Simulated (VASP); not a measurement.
Consider the following.

```
W
1.0
   -1.59607     1.59607     1.59607
    1.59607    -1.59607     1.59607
    1.59607     1.59607    -1.59607
W
1
Direct
  0.00000   0.00000   0.00000
```

Computed with PW91 GGA, VASP's PBE PAW potentials (set 64) (plane waves; VASP). Numerical set-up: 520 eV cut-off, 18×18×18 Γ-centred mesh, tetrahedra with Blöchl corrections, potentials W_sv.

Unless said otherwise, spin-orbit coupling is left out, though it shifts the bands of the heavy elements here.

**Question.** Predict the energy per atom (σ→0), band gap (on the k-mesh) with the smallest direct gap where there is one.

**Answer.** 
```yaml
band gap (on the k-mesh): none (metal, semimetal or under 0.01 eV)
energy per atom (σ→0): -12848 meV/atom
```

The compound is W in the bcc structure. It was relaxed first.
